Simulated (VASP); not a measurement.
# Li: surface energy and work function by face

How do surface energy, work function and relaxation of Li depend on the face?

Main program and level: VASP 6.6.1; PBE; plane waves and PAW (Li).

### Step 1. The structure

The structure is cubic, space group Im-3m (No. 229). The conventional cell has a = 3.490 Å, b = 3.490 Å, c = 3.490 Å, α = 90.00°, β = 90.00°, γ = 90.00°. Nearest to Li lie 8 Li at 3.02 Å.

As a file:

```xyz
1
Lattice="-1.7450 1.7450 1.7450 1.7450 -1.7450 1.7450 1.7450 1.7450 -1.7450" Properties=species:S:1:pos:R:3 pbc="T T T"
Li    0.0000    0.0000    0.0000
```

### Step 2. The bulk reference, job relaxation, k-mesh 15×15×15

The bulk crystal is relaxed first, so that the slabs are cut at this functional's lattice.

Contents of INCAR:

```
SYSTEM = Li
PREC = Accurate
ENCUT = 420
EDIFF = 1E-06
NELM = 120
ISMEAR = 1
SIGMA = 0.15
LREAL = .FALSE.
ALGO = Normal
GGA = PE
NBANDS = 6
LORBIT = 11
LWAVE = .FALSE.
LCHARG = .FALSE.
KPAR = 4
LASPH = .TRUE.
IBRION = 2
NSW = 30
ISIF = 3
EDIFFG = -0.01
POTIM = 0.4
```

Contents of POSCAR:

```
Li
1.0
   -1.7450000000      1.7450000000      1.7450000000
    1.7450000000     -1.7450000000      1.7450000000
    1.7450000000      1.7450000000     -1.7450000000
Li
1
Direct
    0.0000000000      0.0000000000      0.0000000000
```

Contents of KPOINTS:

```
Automatic mesh
0
Gamma
15 15 15
0 0 0
```

The projector-augmented-wave data sets are Li (PBE family, release 64).

On the command line:

```sh
> mpirun -np 4 vasp_std
```

The program printed:

```text
[banner, memory and clock lines left out]
running    4 mpi-ranks, on    1 nodes
 distrk:  each k-point on    1 cores,    4 groups
 distr:  one band on    1 cores,    1 groups

 POSCAR found type information on POSCAR Li
 POSCAR found :  1 types and       1 ions
 LDA part: xc-table for (Slater+PW92), standard interpolation
 POSCAR, INCAR and KPOINTS ok, starting setup
 FFT: planning ... GRIDC
 FFT: planning ... GRID_SOFT
 FFT: planning ... GRID
 WAVECAR not read
 entering main loop
       N       E                     dE             d eps       ncg     rms          rms(c)
DAV:   1    -0.176228182739E+01   -0.17623E+01   -0.13151E+02  1482   0.423E+01
DAV:   2    -0.189706275130E+01   -0.13478E+00   -0.11959E+00  1956   0.403E+00
DAV:   3    -0.189770334430E+01   -0.64059E-03   -0.64046E-03  1608   0.258E-01
DAV:   4    -0.189770412990E+01   -0.78559E-06   -0.78561E-06  1926   0.867E-03
DAV:   5    -0.189770413304E+01   -0.31451E-08   -0.31048E-08  1632   0.374E-04    0.130E-01
DAV:   6    -0.189695932044E+01    0.74481E-03   -0.39459E-05  1572   0.194E-02    0.854E-02
DAV:   7    -0.189647267700E+01    0.48664E-03   -0.11472E-04  1476   0.349E-02    0.414E-03
DAV:   8    -0.189645623437E+01    0.16443E-04   -0.12389E-06  1668   0.404E-03    0.183E-03
DAV:   9    -0.189645220255E+01    0.40318E-05   -0.44757E-07  1446   0.235E-03    0.109E-04
DAV:  10    -0.189645221763E+01   -0.15085E-07   -0.63191E-10   738   0.904E-05
   1 F= -.18964522E+01 E0= -.18963855E+01  d E =-.189645E+01
 curvature:   0.00 expect dE= 0.000E+00 dE for cont linesearch  0.000E+00
 trial: gam= 0.00000 g(F)=  0.297E-67 g(S)=  0.661E-03 ort = 0.000E+00 (trialstep = 0.100E+01)
 search vector abs. value=  0.661E-03
 bond charge predicted
       N       E                     dE             d eps       ncg     rms          rms(c)
DAV:   1    -0.189705048974E+01   -0.59829E-03   -0.22672E-04  1476   0.516E-02    0.254E-03
DAV:   2    -0.189705050732E+01   -0.17587E-07   -0.19907E-06  1632   0.799E-03
   2 F= -.18970505E+01 E0= -.18969853E+01  d E =-.598290E-03
[...]
3 F= -.18980666E+01 E0= -.18980054E+01  d E =-.161434E-02
 curvature:  -2.37 expect dE=-0.671E-04 dE for cont linesearch -0.671E-04
 ZBRENT: extrapolating
 opt :   5.0383  next Energy=    -1.898138 (dE=-0.169E-02)
 bond charge predicted
       N       E                     dE             d eps       ncg     rms          rms(c)
DAV:   1    -0.189813554238E+01   -0.68334E-04   -0.25032E-04  1476   0.548E-02    0.250E-03
DAV:   2    -0.189813567850E+01   -0.13612E-06   -0.21681E-06  1614   0.841E-03
   4 F= -.18981357E+01 E0= -.18980758E+01  d E =-.168346E-02
 curvature:  -2.51 expect dE=-0.140E-06 dE for cont linesearch -0.140E-06
 trial: gam= 0.00000 g(F)=  0.179E-65 g(S)=  0.559E-07 ort =-0.608E-05 (trialstep = 0.181E+01)
 search vector abs. value=  0.560E-07
 reached required accuracy - stopping structural energy minimisation
```

It took 7.6 s on 4 MPI ranks of AMD EPYC 7R13 (Zen 3), shared host; peak memory 0.39 GiB; 27 s of CPU time.

Lines that name or quote the potential files are left out of all logs, and their timing lines are given in words.

OUTCAR, selected parts (step 2):

```text
ion  position               nearest neighbor table
   1  0.000  0.000  0.000-

  LATTYP: Found a body centered cubic cell.
 ALAT       =     3.4900000000

 Subroutine GETGRP returns: Found 48 space group operations
 (whereof 48 operations were pure point group operations)

The static configuration has the point symmetry O_h .

 Found    120 irreducible k-points:

   k-points           NKPTS =    120   k-points in BZ     NKDIM =    120   number of bands    NBANDS=      6

   dimension x,y,z NGX =    20 NGY =   20 NGZ =   20
   dimension x,y,z NGXF=    40 NGYF=   40 NGZF=   40

   ENCUT  =  420.0 eV  30.87 Ry    5.56 a.u.   5.05  5.05  5.05*2*pi/ulx,y,z

   NELECT =       1.0000    total number of electrons

 k-points in reciprocal lattice and weights: Automatic mesh
   0.00000000  0.00000000  0.00000000       0.000
   0.06666667  0.00000000  0.00000000       0.004
   0.13333333  0.00000000  0.00000000       0.004
   0.20000000  0.00000000  0.00000000       0.004
   0.26666667  0.00000000  0.00000000       0.004
   0.33333333  0.00000000  0.00000000       0.004
   0.40000000  0.00000000  0.00000000       0.004
   0.46666667  0.00000000  0.00000000       0.004
   0.06666667  0.06666667  0.00000000       0.007
[...]
-0.46666667 -0.46666667  0.40000000       0.002
  -0.46666667  0.46666667  0.46666667       0.002

 average (electrostatic) potential at core
       1 -30.5677

 E-fermi :   0.4382

 k-point     1 :       0.0000    0.0000    0.0000
  band No.  band energies     occupation
      1      -3.1803      2.00000
      2      15.0504      0.00000
      3      15.0504      0.00000
      4      15.0504      0.00000
      5      19.7447      0.00000
      6      19.7447      0.00000

 k-point     2 :       0.0667    0.0000    0.0000
  band No.  band energies     occupation
      1      -3.0957      2.00000
      2      14.4588      0.00000
      3      14.6157      0.00000
      4      14.8979      0.00000
      5      18.4915      0.00000
      6      18.6844      0.00000

 k-point     3 :       0.1333    0.0000    0.0000
  band No.  band energies     occupation
      1      -2.8419      2.00000
      2      12.7866      0.00000
      3      13.7256      0.00000
      4      14.4715      0.00000
      5      17.3841      0.00000
      6      17.5022      0.00000

  Total        0.0006949      0.0006949      0.0006949     -0.0000000     -0.0000000      0.0000000
  in kB        0.0547581      0.0547581      0.0547581     -0.0000000     -0.0000000      0.0000000
  external PRESSURE =       0.0547581 kB  Pullay stress =       0.0000000 kB

  energy-cutoff  :      420.00
  volume of cell :       20.33
      direct lattice vectors                 reciprocal lattice vectors
    -1.719361954  1.719361954  1.719361954     0.000000000  0.290805551  0.290805551
     1.719361954 -1.719361954  1.719361954     0.290805551  0.000000000  0.290805551
     1.719361954  1.719361954 -1.719361954     0.290805551  0.290805551  0.000000000

 POSITION                                       TOTAL-FORCE (eV/Angst)
 -----------------------------------------------------------------------------------
      1.71936      1.71936     -1.71936        -0.000000      0.000000     -0.000000
 -----------------------------------------------------------------------------------
    total drift:                               -0.000000     -0.000000      0.000000

  FREE ENERGIE OF THE ION-ELECTRON SYSTEM (eV)
  ---------------------------------------------------
  free  energy   TOTEN  =        -1.8981356785 eV

  energy  without entropy=       -1.8979561618  energy(sigma->0) =       -1.89807584

 reached required accuracy - stopping structural energy minimisation

 total charge
# of ion       s       p       d       tot
------------------------------------------
    1        0.115   0.100   0.000   0.215

[... 3 further parts left out ...]
```

This run has no spin polarisation. Its electron count is odd, so without a moment it is a metal by construction. The run keeps the 48 symmetry operations of its start, so it cannot find a distortion of lower symmetry.

Relaxation path:

```tsv
step	energy less that of the first step (eV)	largest force (eV/Å)	pressure (GPa)	volume (Å³)
1	0.0000	0.0000	-0.57	21.25
2	-0.0006	0.0000	-0.46	21.07
3	-0.0016	0.0000	-0.12	20.52
4	-0.0017	0.0000	0.01	20.33
```

```tsv
conventional cell, symmetrised	before	after	change
a (Å)	3.490	3.439	-1.5 %
b (Å)	3.490	3.439	-1.5 %
c (Å)	3.490	3.439	-1.5 %
volume (Å³/atom)	21.25	20.33	-4.3 %
```

Final coordinates:

```xyz
1
Lattice="-1.7194 1.7194 1.7194 1.7194 -1.7194 1.7194 1.7194 1.7194 -1.7194" Properties=species:S:1:pos:R:3 pbc="T T T"
Li    0.0000    0.0000    0.0000
```

This step gave:

```yaml
electronic_steps: 17
electrons: 1
free_energy_toten: -1.898 eV
energy_at_zero_smearing: -1.898 eV
fermi_energy: 0.4382 eV
metallic: yes
```

The run ended after 4 ionic steps, 0.002 eV below its first step, once forces and stress met EDIFFG = -0.01.

Energy at zero smearing: -1.89808 eV.

### Step 3. The bulk reference, job self-consistent run, k-mesh 19×19×19

Contents of INCAR:

```
SYSTEM = Li
PREC = Normal
ENCUT = 320
EDIFF = 1E-06
NELM = 120
ISMEAR = 1
SIGMA = 0.15
LREAL = .FALSE.
ALGO = Fast
GGA = PE
NBANDS = 6
LORBIT = 11
LWAVE = .FALSE.
LCHARG = .FALSE.
KPAR = 4
LASPH = .TRUE.
```

Contents of POSCAR:

```
Li
1.0
   -1.7193619544      1.7193619544      1.7193619544
    1.7193619544     -1.7193619544      1.7193619544
    1.7193619544      1.7193619544     -1.7193619544
Li
1
Direct
    0.0000000000      0.0000000000      0.0000000000
```

Contents of KPOINTS:

```
Automatic mesh
0
Gamma
19 19 19
0 0 0
```

On the command line:

```sh
> mpirun -np 4 vasp_std
```

The program printed:

```text
[... set-up lines as in an earlier step ...]
 entering main loop
       N       E                     dE             d eps       ncg     rms          rms(c)
DAV:   1    -0.181425220189E+01   -0.18143E+01   -0.12611E+02  3114   0.321E+01
DAV:   2    -0.189986608575E+01   -0.85614E-01   -0.84621E-01  3480   0.355E+00
DAV:   3    -0.190009815478E+01   -0.23207E-03   -0.23139E-03  2916   0.170E-01
DAV:   4    -0.190009850862E+01   -0.35385E-06   -0.35392E-06  3492   0.511E-03
DAV:   5    -0.190009851021E+01   -0.15889E-08   -0.15265E-08  2838   0.213E-04    0.136E-01
RMM:   6    -0.189911512175E+01    0.98339E-03   -0.38386E-05  2640   0.211E-02    0.889E-02
RMM:   7    -0.189848654775E+01    0.62857E-03   -0.15266E-04  3073   0.421E-02    0.425E-03
RMM:   8    -0.189846799952E+01    0.18548E-04   -0.24592E-06  2769   0.747E-03    0.206E-03
RMM:   9    -0.189846212085E+01    0.58787E-05   -0.61854E-07  2585   0.393E-03    0.137E-04
RMM:  10    -0.189846213097E+01   -0.10124E-07   -0.11404E-07  1364   0.140E-03
   1 F= -.18984621E+01 E0= -.18983012E+01  d E =-.482665E-03
```

It took 4.2 s on 4 MPI ranks; peak memory 0.32 GiB; 12 s of CPU time.

From OUTCAR (step 3):

```text
  LATTYP: Found a body centered cubic cell.
 ALAT       =     3.4387239088

The static configuration has the point symmetry O_h .

 Found    220 irreducible k-points:

   k-points           NKPTS =    220   k-points in BZ     NKDIM =    220   number of bands    NBANDS=      6

   dimension x,y,z NGX =    14 NGY =   14 NGZ =   14
   dimension x,y,z NGXF=    28 NGYF=   28 NGZF=   28

   ENCUT  =  320.0 eV  23.52 Ry    4.85 a.u.   4.34  4.34  4.34*2*pi/ulx,y,z

   NELECT =       1.0000    total number of electrons

 E-fermi :   0.4083

 k-point     1 :       0.0000    0.0000    0.0000
  band No.  band energies     occupation
      1      -3.1801      2.00000
      2      15.0512      0.00000
      3      15.0512      0.00000
      4      15.0512      0.00000
      5      19.7454      0.00000
      6      19.7454      0.00000

 k-point     2 :       0.0526    0.0000    0.0000
  band No.  band energies     occupation
      1      -3.1274      2.00000
      2      14.6844      0.00000
      3      14.7672      0.00000
      4      14.9556      0.00000
      5      18.8201      0.00000
      6      18.9710      0.00000

  Total        0.0030452      0.0030452      0.0030452      0.0000000     -0.0000000      0.0000000
  in kB        0.2399779      0.2399779      0.2399779      0.0000000     -0.0000000      0.0000000
  external PRESSURE =       0.2399779 kB  Pullay stress =       0.0000000 kB

  energy-cutoff  :      320.00
  volume of cell :       20.33
      direct lattice vectors                 reciprocal lattice vectors
    -1.719361954  1.719361954  1.719361954     0.000000000  0.290805551  0.290805551
     1.719361954 -1.719361954  1.719361954     0.290805551  0.000000000  0.290805551
     1.719361954  1.719361954 -1.719361954     0.290805551  0.290805551  0.000000000

 POSITION                                       TOTAL-FORCE (eV/Angst)
 -----------------------------------------------------------------------------------
      0.00000      0.00000      0.00000        -0.000000      0.000000     -0.000000
 -----------------------------------------------------------------------------------
    total drift:                               -0.000000      0.000000      0.000000

  FREE ENERGIE OF THE ION-ELECTRON SYSTEM (eV)
  ---------------------------------------------------
  free  energy   TOTEN  =        -1.8984621310 eV

  energy  without entropy=       -1.8979794663  energy(sigma->0) =       -1.89830124

[... 3 parts as in an earlier step ...]

[... 6 further parts left out ...]
```

This step gave:

```yaml
electronic_steps: 10
fermi_energy: 0.4083 eV
```

Energy at zero smearing: -1.89830 eV.

The run ends at a pressure of 0.02 GPa.

(Part 1 of 4 ends here.)

[Lines on the potential files, build, host, timing and source positions are cut from VASP's logs without a mark.]

[Logs are printed without paths, hosts, clocks, repeated set-up lines and the standing remarks that a program may print on its own settings, such as how far it seeks lower states.]

[Hosts, paths, dates, database ids (printed as entryN), source tags and the programs' standing remarks are cut or masked in the printed files.]

[Runs that stopped without an error message from VASP are left out.]
